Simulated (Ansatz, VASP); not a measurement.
## NbB2: VASP beside Ansatz

```
Nb B
1.0
     3.11319    0.00000    0.00000
    -1.55660    2.69610    0.00000
     0.00000    0.00000    3.33513
Nb B
1 2
Direct
  0.00000 0.00000 0.00000
  0.33333 0.66667 0.50000
  0.66667 0.33333 0.50000
```

Alike in both runs: task single point; functional LDA; k mesh 11 × 11 × 9; occupations fermi-dirac, width 0.1 eV; no spin polarisation.

```csv
,VASP,Ansatz
version,VASP 6.6.1,Ansatz 0.2.0
potentials or method,"VASP PAW LDA potentials, release 64 (Nb_sv, B)","plane waves, PAW"
plane-wave cutoff (eV),520,500
valence electrons in the cell,19,19
```

Ansatz gave:

| Quantity | Value |
| --- | --- |
| pressure (GPa) | -12.4 |
| largest component of the traceless stress (GPa) | 0.05 |

Q: What did VASP give for the same quantities?

A: Pressure (GPa): -12.3; largest component of the traceless stress (GPa): 0.07.
